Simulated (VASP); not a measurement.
The system is P.

```
CELL_PARAMETERS angstrom
1.65820 -5.24200 0.00000
1.65820 5.24200 0.00000
0.00000 0.00000 4.37930
ATOMIC_POSITIONS crystal
P 0.89838 0.10162 0.08068
P 0.60162 0.39838 0.58068
P 0.10162 0.89838 0.91932
P 0.39838 0.60162 0.41932
```

- Program: VASP 6.6.1
- Task: relaxation of cell and atoms
- Functional: r2SCAN
- Potentials or basis: VASP PAW PBE potentials, release 64 (P)
- Cutoff: 600 eV
- k mesh: 10 × 10 × 7
- Occupations: gaussian, width 0.1 eV
- Spin: no spin polarisation

At the start: pressure 0.4 GPa; volume 19.03 Å³/atom.

Q: How do energy, volume and symmetry change on relaxing?

A: Over 16 steps the energy falls by 12.0 meV/atom and the volume is 20.59 Å³/atom (+8.2 %); space group Cmce (No. 64, to 0.05 Å).

Step by step:
```tsv
step	energy change (eV)	largest force (eV/Å)	pressure (GPa)	volume (Å³)
1	0.0000	0.2953	0.36	76.13
2	-0.0124	0.1631	0.78	76.60
3	-0.0130	0.2011	0.90	76.73
4	-0.0225	0.1720	0.57	77.62
5	-0.0377	0.0848	-0.32	80.33
6	-0.0386	0.0582	-0.56	81.16
7	-0.0456	0.0344	0.14	81.49
8	-0.0458	0.0367	0.26	81.54
9	-0.0465	0.0398	-0.07	81.97
10	-0.0465	0.0407	-0.07	81.98
11	-0.0471	0.0324	-0.05	82.06
12	-0.0478	0.0110	0.01	82.29
13	-0.0478	0.0103	0.02	82.30
14	-0.0478	0.0200	-0.01	82.36
15	-0.0478	0.0047	0.00	82.33
16	-0.0478	0.0040	0.02	82.35
```

Final structure:
```cif
data_structure
_symmetry_space_group_name_H-M 'P 1'
_symmetry_Int_Tables_number 1
_cell_length_a 5.7394
_cell_length_b 5.7394
_cell_length_c 4.5479
_cell_angle_alpha 90.000
_cell_angle_beta 90.000
_cell_angle_gamma 146.657
_cell_volume 82.35
loop_
_atom_site_label
_atom_site_type_symbol
_atom_site_fract_x
_atom_site_fract_y
_atom_site_fract_z
_atom_site_occupancy
P1 P 0.90475 0.09525 0.08899 1
P2 P 0.59525 0.40475 0.58899 1
P3 P 0.09525 0.90475 0.91101 1
P4 P 0.40475 0.59525 0.41101 1
```

Caveat: the PAW data sets were made with another functional, which shifts forces and pressure a little.
